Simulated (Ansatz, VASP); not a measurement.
**BeAgH3: VASP beside Ansatz**

One calculation is typed for both programs; each brings its own data sets. How far apart do they land? The cell is generated by rule, not measured, and may not be a known phase. The cell is taken from a series of runs on this material, whose earlier steps may have relaxed, scaled, displaced or heated it; both programs get it as it stands.

Main program and level: Ansatz 0.2.0; plane waves, with VASP 6.6.1 beside it; zone-centre phonons at PBEsol.

The structure was built from a prototype and need not be the compound's stable phase.

## (1) The structure

Symmetry: Pm-3m, No. 221, cubic system. The conventional cell has a = 3.346 Å, b = 3.346 Å, c = 3.346 Å, α = 90.00°, β = 90.00°, γ = 90.00°. Ag has 12 H at 2.37 Å nearest. Be has 6 H at 1.67 Å nearest. H has 2 Be at 1.67 Å nearest. Farther neighbours are not listed.

As a file:

```xyz
5
Lattice="3.3462 0.0000 0.0000 0.0000 3.3462 0.0000 0.0000 0.0000 3.3462" Properties=species:S:1:pos:R:3 pbc="T T T"
Ag    1.6731    1.6731    1.6731
Be    0.0000    0.0000    0.0000
H     0.0000    0.0000    1.6731
H     1.6731    0.0000    0.0000
H     0.0000    1.6731    0.0000
```

## (2) VASP: zone-centre phonons, PBEsol

Second derivatives magnify differences that forces hide, and they need a tight electronic threshold.

Lines of VASP's logs that name or quote its potential files are left out, and so is its time.

Input file INCAR:

```
SYSTEM = BeAgH3
PREC = Accurate
ENCUT = 600
EDIFF = 1E-08
NELM = 120
ISMEAR = 1
SIGMA = 0.2
LREAL = .FALSE.
ALGO = Normal
GGA = PS
NBANDS = 14
LASPH = .TRUE.
LORBIT = 11
LWAVE = .FALSE.
LCHARG = .FALSE.
ISIF = 2
IBRION = 8
GGA_COMPAT = .FALSE.
KPAR = 2
```

Input file POSCAR:

```
BeAgH3
1.0
    3.3462488596      0.0000000000      0.0000000000
    0.0000000000      3.3462488596      0.0000000000
    0.0000000000      0.0000000000      3.3462488596
Ag Be H
1 1 3
Direct
    0.5000000000      0.5000000000      0.5000000000
    0.0000000000      0.0000000000      0.0000000000
    0.0000000000      0.0000000000      0.5000000000
    0.5000000000      0.0000000000      0.0000000000
    0.0000000000      0.5000000000      0.0000000000
```

Input file KPOINTS:

```
Automatic mesh
0
Gamma
12 12 12
0 0 0
```

Potentials, in the order of the species: Ag, Be and H (PBE family, release 64).

On the command line:

```bash
mpirun -np 2 vasp_std
```

Numbers of over 12 decimals in the logs are rounded to 6 here.

The program printed:

```text
[banner, memory and clock lines left out]
running    2 mpi-ranks, on    1 nodes
 distrk:  each k-point on    1 cores,    2 groups
 distr:  one band on    1 cores,    1 groups

 POSCAR found type information on POSCAR AgBeH
 POSCAR found :  3 types and       5 ions
|                                                                             |
|               ----> ADVICE to this user running VASP <----                  |
|                                                                             |
|     You enforced a specific xc type in the INCAR file but a different       |
|     [... a line on the potential file left out ...]
|     I HOPE YOU KNOW WHAT YOU ARE DOING!                                     |
|                                                                             |

 LDA part: xc-table for (Slater+PW92), standard interpolation
 POSCAR, INCAR and KPOINTS ok, starting setup
 FFT: planning ... GRIDC
 FFT: planning ... GRID_SOFT
 FFT: planning ... GRID
 WAVECAR not read
 entering main loop
       N       E                     dE             d eps       ncg     rms          rms(c)
DAV:   1     0.632452805076E+02    0.63245E+02   -0.84395E+03  2352   0.119E+03
DAV:   2    -0.144527313233E+02   -0.77698E+02   -0.69049E+02  2778   0.220E+02
DAV:   3    -0.161531401742E+02   -0.17004E+01   -0.16904E+01  2868   0.349E+01
DAV:   4    -0.161592268932E+02   -0.60867E-02   -0.60861E-02  2724   0.239E+00
DAV:   5    -0.161592812786E+02   -0.54385E-04   -0.54385E-04  2922   0.227E-01    0.772E+00
DAV:   6    -0.150147421217E+02    0.11445E+01   -0.27711E+00  2664   0.216E+01    0.729E+00
DAV:   7    -0.148995242860E+02    0.11522E+00   -0.32082E-01  2496   0.507E+00    0.359E+00
DAV:   8    -0.148587307202E+02    0.40794E-01   -0.48796E-02  2826   0.207E+00    0.565E-01
DAV:   9    -0.148590597052E+02   -0.32899E-03   -0.41485E-03  2742   0.659E-01    0.121E-01
DAV:  10    -0.148587762039E+02    0.28350E-03   -0.27369E-04  2736   0.210E-01    0.416E-02
DAV:  11    -0.148587751327E+02    0.10712E-05   -0.45461E-05  2790   0.582E-02    0.133E-02
DAV:  12    -0.148587757108E+02   -0.57806E-06   -0.11013E-06  2934   0.101E-02    0.181E-03
DAV:  13    -0.148587757042E+02    0.65513E-08   -0.17959E-07  2694   0.376E-03    0.759E-04
DAV:  14    -0.148587756942E+02    0.99833E-08   -0.99915E-09  1842   0.129E-03
   1 F= -.14858776E+02 E0= -.14858818E+02  d E =0.126262E-03
 Linear response reoptimize wavefunctions to high precision
DAV:   1    -0.148587756893E+02    0.49629E-08   -0.16819E-09  1836   0.393E-04
DAV:   2    -0.148587756893E+02    0.00000E+00   -0.55834E-11  1392   0.746E-05
 Linear response DOF=           4
 Linear response progress:
  Degree of freedom:   1/  4
       N       E                     dE             d eps       ncg     rms          rms(c)
RMM:   1    -0.304150621545E+00   -0.30415E+00   -0.21490E-01  8720   0.380E+00
RMM:   2    -0.301142353693E+00    0.30083E-02   -0.19432E-03  8314   0.366E-01    0.327E-02
RMM:   3    -0.301036490818E+00    0.10586E-03   -0.18928E-05  9261   0.403E-02    0.189E-02
RMM:   4    -0.300915417788E+00    0.12107E-03   -0.47189E-06  9155   0.160E-02    0.150E-03
RMM:   5    -0.300920729710E+00   -0.53119E-05   -0.44562E-08  9533   0.146E-03    0.805E-04
RMM:   6    -0.300924435123E+00   -0.37054E-05   -0.34030E-08  9103   0.110E-03    0.131E-04
RMM:   7    -0.300923958083E+00    0.47704E-06   -0.37387E-10  9654   0.152E-04    0.309E-05
RMM:   8    -0.300923838816E+00    0.11927E-06   -0.10459E-10  9644   0.328E-05    0.597E-06
RMM:   9    -0.300923675111E+00    0.16371E-06   -0.80100E-11  9500   0.976E-06    0.824E-07
RMM:  10    -0.300923675779E+00   -0.66841E-09   -0.88134E-11  7024   0.526E-06    0.352E-07
 first order change of Fermi-energy   0.19408E-03
 force on displaced ion       1 direction 1 :   1.296   0.000  -0.000
 Linear response progress:
  Degree of freedom:   2/  4
       N       E                     dE             d eps       ncg     rms          rms(c)
RMM:   1    -0.962429853939E-02   -0.96243E-02   -0.80003E-03 11940   0.483E-01
RMM:   2    -0.935013557537E-02    0.27416E-03   -0.12433E-04  8493   0.821E-02    0.890E-02
RMM:   3    -0.925122488171E-02    0.98911E-04   -0.15405E-04  8377   0.637E-02    0.442E-02
RMM:   4    -0.943180143226E-02   -0.18058E-03   -0.10807E-04  8483   0.526E-02    0.510E-03
RMM:   5    -0.944237091140E-02   -0.10569E-04   -0.20358E-06  8734   0.928E-03    0.737E-04
RMM:   6    -0.944212398896E-02    0.24692E-06   -0.96832E-09  8811   0.892E-04    0.371E-04
RMM:   7    -0.944119936547E-02    0.92462E-06   -0.26563E-09  8812   0.405E-04    0.269E-05
RMM:   8    -0.944126678619E-02   -0.67421E-07   -0.16913E-11  8955   0.373E-05    0.145E-05
RMM:   9    -0.944126874673E-02   -0.19605E-08    0.30145E-12  8975   0.195E-05    0.135E-06
 first order change of Fermi-energy  -0.16637E-03
 force on displaced ion       2 direction 1 :  -0.275  -0.000  -0.000
 Linear response progress:
  Degree of freedom:   3/  4
       N       E                     dE             d eps       ncg     rms          rms(c)
RMM:   1    -0.156182329308E-01   -0.15618E-01    0.46424E-04 20772   0.561E-01
RMM:   2    -0.154216001196E-01    0.19663E-03   -0.16993E-04 14887   0.922E-02    0.704E-02
RMM:   3    -0.157080302615E-01   -0.28643E-03   -0.40414E-05 15088   0.339E-02    0.407E-02
RMM:   4    -0.162222497717E-01   -0.51422E-03   -0.45410E-05 14917   0.350E-02    0.468E-03
RMM:   5    -0.162733202484E-01   -0.51070E-04   -0.11855E-06 15423   0.671E-03    0.426E-04
RMM:   6    -0.162747136721E-01   -0.13934E-05   -0.10913E-08 15866   0.687E-04    0.211E-04
RMM:   7    -0.162753189963E-01   -0.60532E-06   -0.30336E-09 15831   0.205E-04    0.210E-05
RMM:   8    -0.162753843361E-01   -0.65340E-07   -0.18063E-09 15971   0.367E-05    0.970E-06
RMM:   9    -0.162753882279E-01   -0.38918E-08   -0.22224E-09 16099   0.144E-05    0.102E-06
 first order change of Fermi-energy  -0.82849E-04
 force on displaced ion       3 direction 1 :  -1.917   0.000   0.000
 Linear response progress:
  Degree of freedom:   4/  4
       N       E                     dE             d eps       ncg     rms          rms(c)
RMM:   1    -0.184235693120E-01   -0.18424E-01   -0.11931E-02 11755   0.546E-01
RMM:   2    -0.181449212168E-01    0.27865E-03   -0.20027E-04  8535   0.902E-02    0.140E-01
RMM:   3    -0.184096238621E-01   -0.26470E-03   -0.15763E-04  7998   0.655E-02    0.738E-02
RMM:   4    -0.193288595950E-01   -0.91924E-03   -0.17231E-04  8572   0.646E-02    0.705E-03
RMM:   5    -0.193974665974E-01   -0.68607E-04   -0.41831E-06  8760   0.120E-02    0.124E-03
RMM:   6    -0.194100805709E-01   -0.12614E-04   -0.41853E-08  8988   0.144E-03    0.463E-04
RMM:   7    -0.194103955194E-01   -0.31495E-06   -0.14994E-08  8919   0.820E-04    0.629E-05
RMM:   8    -0.194104631367E-01   -0.67617E-07   -0.31355E-10  9124   0.800E-05    0.408E-05
RMM:   9    -0.194105824913E-01   -0.11935E-06   -0.73361E-11  9077   0.476E-05    0.318E-06
RMM:  10    -0.194105903835E-01   -0.78922E-08   -0.25142E-11  8811   0.634E-06    0.159E-06
 first order change of Fermi-energy   0.12847E-03
 force on displaced ion       3 direction 3 :  -0.000   0.000  -1.329
 Linear response finished
```

Parts of OUTCAR (step 2):

```text
ion  position               nearest neighbor table
   1  0.500  0.500  0.500-   2 2.90   2 2.90   2 2.90   2 2.90   2 2.90   2 2.90   2 2.90   2 2.90

  LATTYP: Found a simple cubic cell.
 ALAT       =     3.3462488596

 Subroutine GETGRP returns: Found 48 space group operations
 (whereof 48 operations were pure point group operations)

The static configuration has the point symmetry O_h .

 Found     84 irreducible k-points:

   k-points           NKPTS =     84   k-points in BZ     NKDIM =     84   number of bands    NBANDS=     14

   dimension x,y,z NGX =    28 NGY =   28 NGZ =   28
   dimension x,y,z NGXF=    56 NGYF=   56 NGZF=   56

   ENCUT  =  600.0 eV  44.10 Ry    6.64 a.u.   6.68  6.68  6.68*2*pi/ulx,y,z

   NELECT =      16.0000    total number of electrons

 k-points in reciprocal lattice and weights: Automatic mesh
   0.00000000  0.00000000  0.00000000       0.001
   0.08333333  0.00000000  0.00000000       0.003
   0.16666667  0.00000000  0.00000000       0.003
   0.25000000  0.00000000  0.00000000       0.003
   0.33333333  0.00000000  0.00000000       0.003
   0.41666667  0.00000000  0.00000000       0.003
   0.50000000  0.00000000  0.00000000       0.002
   0.08333333  0.08333333  0.00000000       0.007
   0.16666667  0.08333333  0.00000000       0.014
[...]
0.50000000  0.50000000  0.41666667       0.003
[...]
POSITION                                       TOTAL-FORCE (eV/Angst)
 -----------------------------------------------------------------------------------
      1.67312      1.67312      1.67312         0.000000      0.000000      0.000000
      0.00000      0.00000      0.00000         0.000000      0.000000      0.000000
      0.00000      0.00000      1.67312         0.000000      0.000000      0.000000
      1.67312      0.00000      0.00000         0.000000      0.000000      0.000000
      0.00000      1.67312      0.00000         0.000000      0.000000      0.000000
 -----------------------------------------------------------------------------------
    total drift:                                0.000000      0.000000      0.000000

 Eigenvectors and eigenvalues of the dynamical matrix
 ----------------------------------------------------

   1 f  =   31.961601 THz   200.820659 2PiTHz 1066.124239 cm-1   132.182500 meV
             X         Y         Z           dx          dy          dz
      1.673124  1.673124  1.673124     0.028608   -0.015083    0.000000
      0.000000  0.000000  0.000000     0.026788   -0.014123   -0.000000
      0.000000  0.000000  1.673124    -0.475527    0.250709    0.000000
      1.673124  0.000000  0.000000     0.573329    0.250709    0.000000
      0.000000  1.673124  0.000000    -0.475527   -0.302272    0.000000

   2 f  =   31.961601 THz   200.820659 2PiTHz 1066.124239 cm-1   132.182500 meV
             X         Y         Z           dx          dy          dz
      1.673124  1.673124  1.673124    -0.015083   -0.028608    0.000000
      0.000000  0.000000  0.000000    -0.014123   -0.026788   -0.000000
      0.000000  0.000000  1.673124     0.250709    0.475527   -0.000000
      1.673124  0.000000  0.000000    -0.302272    0.475527    0.000000
      0.000000  1.673124  0.000000     0.250709   -0.573329    0.000000

   3 f  =   31.961601 THz   200.820659 2PiTHz 1066.124239 cm-1   132.182500 meV
             X         Y         Z           dx          dy          dz
      1.673124  1.673124  1.673124     0.000000    0.000000   -0.032340
      0.000000  0.000000  0.000000     0.000000    0.000000   -0.030283
      0.000000  0.000000  1.673124    -0.000000   -0.000000   -0.648132
      1.673124  0.000000  0.000000     0.000000   -0.000000    0.537570
      0.000000  1.673124  0.000000    -0.000000    0.000000    0.537570

   4 f  =   20.508966 THz   128.861635 2PiTHz  684.105472 cm-1    84.818230 meV
             X         Y         Z           dx          dy          dz
      1.673124  1.673124  1.673124    -0.000000    0.000000   -0.000000
      0.000000  0.000000  0.000000    -0.000000   -0.000000   -0.000000
      0.000000  0.000000  1.673124     0.083063   -0.004901    0.000000
      1.673124  0.000000  0.000000    -0.000000    0.004901    0.702194
      0.000000  1.673124  0.000000    -0.083063    0.000000   -0.702194

   5 f  =   20.508966 THz   128.861635 2PiTHz  684.105472 cm-1    84.818230 meV
             X         Y         Z           dx          dy          dz
      1.673124  1.673124  1.673124     0.000000    0.000000    0.000000
      0.000000  0.000000  0.000000    -0.000000   -0.000000   -0.000000
      0.000000  0.000000  1.673124     0.698590   -0.071141    0.000000
      1.673124  0.000000  0.000000    -0.000000    0.071141   -0.083133
      0.000000  1.673124  0.000000    -0.698590   -0.000000    0.083133

   6 f  =   20.508966 THz   128.861635 2PiTHz  684.105472 cm-1    84.818230 meV
             X         Y         Z           dx          dy          dz
      1.673124  1.673124  1.673124     0.000000    0.000000    0.000000
      0.000000  0.000000  0.000000    -0.000000   -0.000000   -0.000000
      0.000000  0.000000  1.673124    -0.071223   -0.703502    0.000000
      1.673124  0.000000  0.000000     0.000000    0.703502    0.003515
      0.000000  1.673124  0.000000     0.071223    0.000000   -0.003515

   7 f  =    2.656980 THz    16.694296 2PiTHz   88.627304 cm-1    10.988380 meV
             X         Y         Z           dx          dy          dz
      1.673124  1.673124  1.673124    -0.234365   -0.136405   -0.000052
      0.000000  0.000000  0.000000     0.831161    0.483750    0.000185
      0.000000  0.000000  1.673124    -0.004310   -0.002509   -0.000008
      1.673124  0.000000  0.000000    -0.034290   -0.002509   -0.000001
      0.000000  1.673124  0.000000    -0.004310   -0.019958   -0.000001

   8 f  =    2.656980 THz    16.694296 2PiTHz   88.627304 cm-1    10.988380 meV
             X         Y         Z           dx          dy          dz
      1.673124  1.673124  1.673124     0.136397   -0.234351   -0.002905
      0.000000  0.000000  0.000000    -0.483724    0.831112    0.010303
      0.000000  0.000000  1.673124     0.002508   -0.004310   -0.000425
      1.673124  0.000000  0.000000     0.019957   -0.004310   -0.000053
      0.000000  1.673124  0.000000     0.002508   -0.034288   -0.000053

   9 f  =    2.656980 THz    16.694296 2PiTHz   88.627304 cm-1    10.988380 meV
             X         Y         Z           dx          dy          dz
      1.673124  1.673124  1.673124    -0.001416    0.002537   -0.271154
      0.000000  0.000000  0.000000     0.005023   -0.008998    0.961632
      0.000000  0.000000  1.673124    -0.000026    0.000047   -0.039673
      1.673124  0.000000  0.000000    -0.000207    0.000047   -0.004987
      0.000000  1.673124  0.000000    -0.000026    0.000371   -0.004987

  10 f/i=    0.003404 THz     0.021387 2PiTHz    0.113538 cm-1     0.014077 meV
             X         Y         Z           dx          dy          dz
      1.673124  1.673124  1.673124     0.019266    0.024080   -0.948553
      0.000000  0.000000  0.000000     0.005529    0.006910   -0.272193
      0.000000  0.000000  1.673124     0.001857    0.002321   -0.091590
      1.673124  0.000000  0.000000     0.001860    0.002321   -0.091413
      0.000000  1.673124  0.000000     0.001857    0.002325   -0.091413

  11 f/i=    0.003404 THz     0.021387 2PiTHz    0.113538 cm-1     0.014077 meV
             X         Y         Z           dx          dy          dz
      1.673124  1.673124  1.673124    -0.594831   -0.738871   -0.030838
      0.000000  0.000000  0.000000    -0.170690   -0.212023   -0.008849
      0.000000  0.000000  1.673124    -0.057324   -0.071206   -0.002978
      1.673124  0.000000  0.000000    -0.057435   -0.071206   -0.002972
      0.000000  1.673124  0.000000    -0.057324   -0.071344   -0.002972

  12 f/i=    0.003404 THz     0.021387 2PiTHz    0.113538 cm-1     0.014077 meV
             X         Y         Z           dx          dy          dz
      1.673124  1.673124  1.673124     0.739263   -0.595142   -0.000093
      0.000000  0.000000  0.000000     0.212136   -0.170780   -0.000027
      0.000000  0.000000  1.673124     0.071243   -0.057354   -0.000009
      1.673124  0.000000  0.000000     0.071382   -0.057354   -0.000009
      0.000000  1.673124  0.000000     0.071243   -0.057466   -0.000009

  13 f/i=   13.527272 THz    84.994357 2PiTHz  451.221228 cm-1    55.944277 meV
             X         Y         Z           dx          dy          dz
      1.673124  1.673124  1.673124    -0.094186    0.124324    0.019721
      0.000000  0.000000  0.000000    -0.005102    0.006734    0.001068
      0.000000  0.000000  1.673124     0.269678   -0.355970   -0.094700
      1.673124  0.000000  0.000000     0.452287   -0.355970   -0.056465
      0.000000  1.673124  0.000000     0.269678   -0.597011   -0.056465

  14 f/i=   13.527272 THz    84.994357 2PiTHz  451.221228 cm-1    55.944277 meV
             X         Y         Z           dx          dy          dz
      1.673124  1.673124  1.673124     0.012313   -0.015413    0.155972
      0.000000  0.000000  0.000000     0.000667   -0.000835    0.008448
      0.000000  0.000000  1.673124    -0.035254    0.044131   -0.748986
      1.673124  0.000000  0.000000    -0.059126    0.044131   -0.446585
      0.000000  1.673124  0.000000    -0.035254    0.074014   -0.446585

  15 f/i=   13.527272 THz    84.994357 2PiTHz  451.221228 cm-1    55.944277 meV
             X         Y         Z           dx          dy          dz
      1.673124  1.673124  1.673124     0.125275    0.094986   -0.000503
      0.000000  0.000000  0.000000     0.006785    0.005145   -0.000027
      0.000000  0.000000  1.673124    -0.358692   -0.271968    0.002415
      1.673124  0.000000  0.000000    -0.601576   -0.271968    0.001440
      0.000000  1.673124  0.000000    -0.358692   -0.456129    0.001440

 ELASTIC MODULI CONTR FROM IONIC RELAXATION (kBar)
 Direction    XX          YY          ZZ          XY          YZ          ZX
 --------------------------------------------------------------------------------
 XX           0.0000      0.0000      0.0000      0.0000      0.0000      0.0000
 YY           0.0000      0.0000      0.0000      0.0000      0.0000      0.0000
 ZZ           0.0000      0.0000      0.0000      0.0000      0.0000      0.0000
 XY           0.0000      0.0000      0.0000      0.0000      0.0000      0.0000
 YZ           0.0000      0.0000      0.0000      0.0000      0.0000      0.0000
 ZX           0.0000      0.0000      0.0000      0.0000      0.0000      0.0000
 --------------------------------------------------------------------------------
```

(Continued in part 2 of 2.)

[Lines on the potential files, build, host, timing and source positions are cut from VASP's logs without a mark.]

[Logs are printed without paths, hosts, clocks, repeated set-up lines and the standing remarks that a program may print on its own settings, such as how far it seeks lower states.]

[Hosts, paths, dates, database ids (printed as entryN), source tags and the programs' standing remarks are cut or masked in the printed files.]
